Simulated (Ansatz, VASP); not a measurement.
Code comparison for TiAu4 (P1, 5 atoms in the cell)

Self-consistent single point.

```
CELL_PARAMETERS angstrom
     -3.27483     3.27483     1.98183
      3.27483    -3.27483     1.98183
      3.27483     3.27483    -1.98183
ATOMIC_POSITIONS crystal
  Ti 0.00165 0.00838 0.00351
  Au 0.77043 0.58874 0.38596
  Au 0.20975 0.39311 0.59471
  Au 0.61094 0.21606 0.82646
  Au 0.40723 0.79371 0.18935
```

Shared settings, as Ansatz (a quantum-chemistry and plane-wave program) writes them: kpoints.mp_grid.grid = 7 7 5; scf.occupations.method = gaussian; scf.occupations.width = 0.272 eV. Potentials and cutoffs stand in the table.

```json
[
 {"code": "VASP", "model": "PBEsol, VASP's PBE PAW potentials (set 64)", "pressure (GPa)": "-3.99", "largest force (eV/Å)": "0.903", "cutoff": "300 eV"},
 {"code": "Ansatz", "model": "PBEsol, PAW files made with PBE", "pressure (GPa)": "-3.32", "largest force (eV/Å)": "0.905", "cutoff": "420 eV"}
]
```

Size of the force on each atom (eV/Å): Sizes of forces hide their directions.

| code | Ti1 | Au2 | Au3 | Au4 | Au5 |
|---|---|---|---|---|---|
| VASP | 0.389 | 0.903 | 0.523 | 0.649 | 0.536 |
| Ansatz | 0.382 | 0.905 | 0.528 | 0.653 | 0.534 |

On Ansatz's run: spin-orbit coupling is off. Spin polarisation is off.

The spread over the programs that give each value: pressure within 0.67 GPa; largest force within 0.002 eV/Å.

Ansatz's pressure is given at a fixed set of plane waves, as the other plane-wave codes print theirs; with its correction for the finite basis it is -3.27 GPa.

On the base mesh (5 5 4) the same programs gave: Ansatz pressure -3.31 GPa; VASP pressure -3.99 GPa.

VASP's run is marked for a possible Pulay error in its stress at this cutoff; no cutoff test was made.

The starting cell comes from a database of computed structures (which also holds hypothetical and non-ambient phases and stackings), without a prior relaxation at this level. Its atoms were displaced at random from the sites of space group no. 87.

Left out of this page: CP2K (on another mesh).

Keys are those of Ansatz 0.2.
